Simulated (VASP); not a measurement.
# Al: the relaxed cell at several levels of theory, part 2 of 2

Which functional gives which lattice for Al? The starting structure is a measured crystal structure from the Crystallography Open Database. The first relaxation on each setting starts from this cell expanded by 3 % in volume.

VASP 6.6.1.

Results so far: PBEsol 16.19 Å³ an atom; LDA 15.82 Å³ an atom; PBE 16.49 Å³ an atom; PBEsol + D3(BJ) 15.56 Å³ an atom; r2SCAN 15.84 Å³ an atom.

## 7. Relaxation with r2SCAN + rVV10

Level of this step: r2SCAN with rVV10; plane waves and PAW (Al) (VASP).

rVV10 adds a nonlocal correlation energy for dispersion. This run starts from the cell of an earlier relaxation, which isn't shown; the restart sets up the plane waves anew.

File INCAR:

```
SYSTEM = Al
PREC = Accurate
ENCUT = 450
EDIFF = 1E-06
NELM = 100
ISMEAR = 1
SIGMA = 0.15
LREAL = .FALSE.
ALGO = Normal
METAGGA = R2SCAN
LUSE_VDW = .TRUE.
IVDW_NL = 2
BPARAM = 11.95
CPARAM = 0.0093
LASPH = .TRUE.
NBANDS = 7
LORBIT = 11
LWAVE = .FALSE.
LCHARG = .FALSE.
KPAR = 4
IBRION = 2
NSW = 50
ISIF = 3
EDIFFG = -0.004
```

File POSCAR:

```
Al
1.0
    0.0000000000      1.9914832126      1.9914832126
    1.9914832126      0.0000000000      1.9914832126
    1.9914832126      1.9914832126      0.0000000000
Al
1
Direct
    0.0000000000      0.0000000000      0.0000000000
```

File KPOINTS:

```
Automatic mesh
0
Gamma
18 18 18
0 0 0
```

Potentials, in the order of the species: Al (PBE family, release 64).

Command:

```console
> mpirun -np 4 vasp_std
```

The log of the run:

```text
[banner, memory and clock lines left out]
running    4 mpi-ranks, on    1 nodes
[...]
|                                                                             |
|               ----> ADVICE to this user running VASP <----                  |
|                                                                             |
|     You have switched on vdW-DFT.                                           |
|     This routine was written and supplied by Jiri Klimes. We recommend      |
|     that you carefully read and cite the following publications:            |
|       J. Klimes, D.R. Bowler, A. Michelides                                 |
|          J. Phys.: Cond Matt. 22 022201 (2010)                              |
|       J. Klimes, D.R. Bowler, A. Michelides                                 |
|          Phys. Rev. B. 83, 195131 (2011)                                    |
|     and references therein.                                                 |
|                                                                             |

[...]
DAV:   9    -0.667014876211E+01    0.74102E-04   -0.26414E-05  3696   0.366E-02    0.444E-02
Total rVV10 correction in eV:      0.0658346     5.1796814
Total rVV10 correction in eV:      0.0658346     5.1796814
Total rVV10 correction in eV:      0.0658346     5.1796814
Total rVV10 correction in eV:      0.0658346     5.1796814
DAV:  10    -0.667016500658E+01   -0.16244E-04   -0.57223E-07  4228   0.434E-03    0.332E-03
Total rVV10 correction in eV:      0.0658343     5.1796814
Total rVV10 correction in eV:      0.0658343     5.1796814
Total rVV10 correction in eV:      0.0658343     5.1796814
Total rVV10 correction in eV:      0.0658343     5.1796814
DAV:  11    -0.667016512586E+01   -0.11928E-06   -0.42028E-09  2002   0.518E-04
Total rVV10 correction in eV:      0.0658345     5.1796814
Total rVV10 correction in eV:      0.0658345     5.1796814
Total rVV10 correction in eV:      0.0658345     5.1796814
Total rVV10 correction in eV:      0.0658345     5.1796814
Total rVV10 correction in eV:      0.0658345     5.1796814
Total rVV10 correction in eV:      0.0658345     5.1796814
Total rVV10 correction in eV:      0.0658345     5.1796814
Total rVV10 correction in eV:      0.0658345     5.1796814
   1 F= -.66701651E+01 E0= -.66699112E+01  d E =-.667017E+01
[...]
reached required accuracy - stopping structural energy minimisation
```

Elapsed: 26 s, on 4 MPI ranks of AMD EPYC 7R43, shared host; peak memory 0.59 GiB; 100 s of CPU time.

Parts of OUTCAR (step 7):

```text
  Total       -0.0000165     -0.0000165     -0.0000165     -0.0000000      0.0000000      0.0000000
  in kB       -0.0016753     -0.0016753     -0.0016753     -0.0000000      0.0000000      0.0000000
  external PRESSURE =      -0.0016753 kB  Pullay stress =       0.0000000 kB

  FREE ENERGIE OF THE ION-ELECTRON SYSTEM (eV)
  ---------------------------------------------------
  free  energy   TOTEN  =        -6.6701651259 eV

  energy  without entropy=       -6.6694032428  energy(sigma->0) =       -6.66991116

[... 3 parts as in an earlier step ...]

[... 2 further parts left out ...]
[key lines of the parts left out:]
E-fermi :   8.4755
```

With r2SCAN + rVV10 the relaxed cell holds 15.796 Å³ an atom, -4.87 % against the measured cell, with a = 3.983 Å. That is -2.44 % from PBEsol. Pressures at 0.985 and 1.015 times this volume, from two more relaxations that aren't shown, give a bulk modulus of 93.7 GPa.

## 8. Relaxation with rev-vdW-DF2

rev-vdW-DF2 revises the exchange of vdW-DF2 for solids. This run starts from the cell of an earlier relaxation, which isn't shown; the restart sets up the plane waves anew.

Changes to INCAR since step 7:

```diff
@@ -9,7 +9,8 @@
 ALGO = Normal
-METAGGA = R2SCAN
+GGA = MK
+AGGAC = 0
 LUSE_VDW = .TRUE.
-IVDW_NL = 2
-BPARAM = 11.95
-CPARAM = 0.0093
+PARAM1 = 0.1234
+PARAM2 = 0.711357
+ZAB_VDW = -1.8867
 LASPH = .TRUE.
```

File POSCAR:

```
Al
1.0
    0.0000000000      2.0189630411      2.0189630411
    2.0189630411      0.0000000000      2.0189630411
    2.0189630411      2.0189630411      0.0000000000
Al
1
Direct
    0.0000000000      0.0000000000      0.0000000000
```

KPOINTS is that of step 7.

Command:

```console
> mpirun -np 4 vasp_std
```

The log of the run:

```text
[banner, memory and clock lines left out]
running    4 mpi-ranks, on    1 nodes
[...]
[... a notice as in an earlier step ...]

 [... a notice as in an earlier step ...]

 LDA part: xc-table for (Slater+PW92), standard interpolation
 POSCAR, INCAR and KPOINTS ok, starting setup
[...]
entering main loop
       N       E                     dE             d eps       ncg     rms          rms(c)
DAV:   1    -0.130444077879E+01   -0.13044E+01   -0.76732E+02  2793   0.198E+02
DAV:   2    -0.263327452048E+01   -0.13288E+01   -0.12913E+01  3710   0.199E+01
DAV:   3    -0.264198691449E+01   -0.87124E-02   -0.87028E-02  3759   0.176E+00
DAV:   4    -0.264200785944E+01   -0.20945E-04   -0.20945E-04  4109   0.699E-02
DAV:   5    -0.264200788143E+01   -0.21989E-07   -0.21522E-07  3843   0.174E-03    0.110E+00
DAV:   6    -0.263499839460E+01    0.70095E-02   -0.14201E-03  3563   0.237E-01    0.659E-01
DAV:   7    -0.262996380516E+01    0.50346E-02   -0.38508E-03  3283   0.400E-01    0.117E-01
DAV:   8    -0.262997689606E+01   -0.13091E-04   -0.28247E-05  4452   0.380E-02    0.188E-02
DAV:   9    -0.262997741009E+01   -0.51403E-06   -0.37265E-07  3591   0.389E-03
   1 F= -.26299774E+01 E0= -.26296465E+01  d E =-.262998E+01
[...]
reached required accuracy - stopping structural energy minimisation
```

The job ended after 9.4 s (4 MPI ranks; peak memory 0.79 GiB; 35 s of CPU time).

Parts of OUTCAR (step 8):

```text
  Total        0.0003521      0.0003521      0.0003521     -0.0000000      0.0000000      0.0000000
  in kB        0.0342759      0.0342759      0.0342759     -0.0000000      0.0000000      0.0000000
  external PRESSURE =       0.0342759 kB  Pullay stress =       0.0000000 kB

 POSITION                                       TOTAL-FORCE (eV/Angst)
 -----------------------------------------------------------------------------------
      0.00000      0.00000      0.00000         0.000000      0.000000      0.000000
 -----------------------------------------------------------------------------------
    total drift:                               -0.000000     -0.000000     -0.000000

  FREE ENERGIE OF THE ION-ELECTRON SYSTEM (eV)
  ---------------------------------------------------
  free  energy   TOTEN  =        -2.6299774101 eV

  energy  without entropy=       -2.6289846775  energy(sigma->0) =       -2.62964650

[... 2 parts as in an earlier step ...]

[... 2 further parts left out ...]
[key lines of the parts left out:]
E-fermi :   7.9812
```

With rev-vdW-DF2 the relaxed cell holds 16.459 Å³ an atom, -0.88 % against the measured cell, with a = 4.038 Å. That is +1.65 % from PBEsol. Pressures at 0.985 and 1.015 times this volume, from two more relaxations that aren't shown, give a bulk modulus of 74.4 GPa.

## 9. Relaxation with AM05

AM05 is built from the electron gas and the surface model, and does well on lattice constants. This run starts from the cell of an earlier relaxation, which isn't shown; the restart sets up the plane waves anew.

Changes to INCAR since step 8:

```diff
@@ -9,9 +9,3 @@
 ALGO = Normal
-GGA = MK
-AGGAC = 0
-LUSE_VDW = .TRUE.
-PARAM1 = 0.1234
-PARAM2 = 0.711357
-ZAB_VDW = -1.8867
-LASPH = .TRUE.
+GGA = AM
 NBANDS = 7
```

File POSCAR:

```
Al
1.0
    0.0000000000      2.0034429723      2.0034429723
    2.0034429723      0.0000000000      2.0034429723
    2.0034429723      2.0034429723      0.0000000000
Al
1
Direct
    0.0000000000      0.0000000000      0.0000000000
```

KPOINTS is that of step 8.

Command:

```console
> mpirun -np 4 vasp_std
```

The log of the run:

```text
[... set-up lines as in an earlier step ...]
 entering main loop
       N       E                     dE             d eps       ncg     rms          rms(c)
DAV:   1    -0.251892485702E+01   -0.25189E+01   -0.81431E+02  2779   0.206E+02
DAV:   2    -0.404344315312E+01   -0.15245E+01   -0.14705E+01  3668   0.209E+01
DAV:   3    -0.405232499198E+01   -0.88818E-02   -0.88786E-02  3752   0.181E+00
DAV:   4    -0.405234467217E+01   -0.19680E-04   -0.19680E-04  4116   0.706E-02
[...]
DAV:   8    -0.401575880896E+01    0.11279E-04   -0.25518E-05  4137   0.447E-02    0.300E-02
DAV:   9    -0.401575388414E+01    0.49248E-05   -0.39794E-06  3731   0.990E-03    0.137E-03
DAV:  10    -0.401575371077E+01    0.17338E-06   -0.83702E-09  2793   0.742E-04
   1 F= -.40157537E+01 E0= -.40153854E+01  d E =-.401575E+01
[...]
reached required accuracy - stopping structural energy minimisation
```

It took 4.8 s on 4 MPI ranks; peak memory 0.38 GiB; 17 s of CPU time.

From OUTCAR (step 9):

```text
  Total        0.0004013      0.0004013      0.0004013     -0.0000000     -0.0000000     -0.0000000
  in kB        0.0399812      0.0399812      0.0399812     -0.0000000     -0.0000000     -0.0000000
  external PRESSURE =       0.0399812 kB  Pullay stress =       0.0000000 kB

 POSITION                                       TOTAL-FORCE (eV/Angst)
 -----------------------------------------------------------------------------------
      0.00000      0.00000      0.00000        -0.000000      0.000000      0.000000
 -----------------------------------------------------------------------------------
    total drift:                               -0.000000     -0.000000     -0.000000

  FREE ENERGIE OF THE ION-ELECTRON SYSTEM (eV)
  ---------------------------------------------------
  free  energy   TOTEN  =        -4.0157537108 eV

  energy  without entropy=       -4.0146487777  energy(sigma->0) =       -4.01538540

[... 2 parts as in an earlier step ...]

[... 2 further parts left out ...]
[key lines of the parts left out:]
E-fermi :   8.2331
```

With AM05 the relaxed cell holds 16.083 Å³ an atom, -3.15 % against the measured cell, with a = 4.007 Å. That is -0.68 % from PBEsol. Pressures at 0.985 and 1.015 times this volume, from two more relaxations that aren't shown, give a bulk modulus of 85.0 GPa.

## 10. The runs compared

| level | volume (Å³/atom) | against the measured cell (%) | a (Å) | bulk modulus (GPa) | pressure left (GPa) | core minutes |
| --- | --- | --- | --- | --- | --- | --- |
| PBEsol | 16.192 | -2.49 | 4.016 | 80.8 | 0.0 | 1.41 |
| LDA | 15.817 | -4.75 | 3.9847 | 82.6 | 0.01 | 0.667 |
| PBE | 16.492 | -0.69 | 4.0406 | 76.7 | 0.0 | 0.72 |
| PBEsol + D3(BJ) | 15.558 | -6.31 | 3.9628 | 89.7 | 0.01 | 0.76 |
| r2SCAN | 15.838 | -4.62 | 3.9865 | 93.0 | 0.04 | 4.01 |
| r2SCAN + rVV10 | 15.796 | -4.87 | 3.983 | 93.7 | 0.0 | 12.9 |
| rev-vdW-DF2 | 16.459 | -0.88 | 4.0379 | 74.4 | 0.0 | 2.03 |
| AM05 | 16.083 | -3.15 | 4.0069 | 85.0 | 0.0 | 0.907 |

Core minutes are wall time times ranks, summed over the relaxations behind a row (those for a bulk modulus apart), on shared hosts.

## 11. Results

```json
{
  "volume, PBEsol": "16.19 Å³/atom",
  "volume, LDA": "15.82 Å³/atom",
  "volume, PBE": "16.49 Å³/atom",
  "volume, PBEsol + D3(BJ)": "15.56 Å³/atom",
  "volume, r2SCAN": "15.84 Å³/atom",
  "volume, r2SCAN + rVV10": "15.80 Å³/atom",
  "volume, rev-vdW-DF2": "16.46 Å³/atom",
  "volume, AM05": "16.08 Å³/atom"
}
```

Across 8 levels the volume of Al spans 6.0 %, from 15.56 Å³ an atom (PBEsol + D3(BJ)) to 16.49 Å³ (PBE). Against the measured volume of the starting structure, PBE comes nearest (-0.7 %) and PBEsol + D3(BJ) lies farthest (-6.3 %). The measured cell holds zero-point expansion and, unless it was taken cold, thermal expansion, which the runs lack, so small differences decide nothing. Adding D3(BJ) to PBEsol changes the volume by -3.9 %. Adding rVV10 to r2SCAN changes the volume by -0.3 %. The bulk modulus goes from 74.4 GPa (rev-vdW-DF2) to 93.7 GPa (r2SCAN + rVV10). LASPH is on in some of these runs and off in others, which adds a little to the differences. All runs keep the symmetry of the start, so they can't find a distortion of lower symmetry. Further runs on this material are not shown.

[Lines on the potential files, build, host, timing and source positions are cut from VASP's logs without a mark.]

[Logs are printed without paths, hosts, clocks, repeated set-up lines and the standing remarks that a program may print on its own settings, such as how far it seeks lower states.]

[Hosts, paths, dates, database ids (printed as entryN), source tags and the programs' standing remarks are cut or masked in the printed files.]
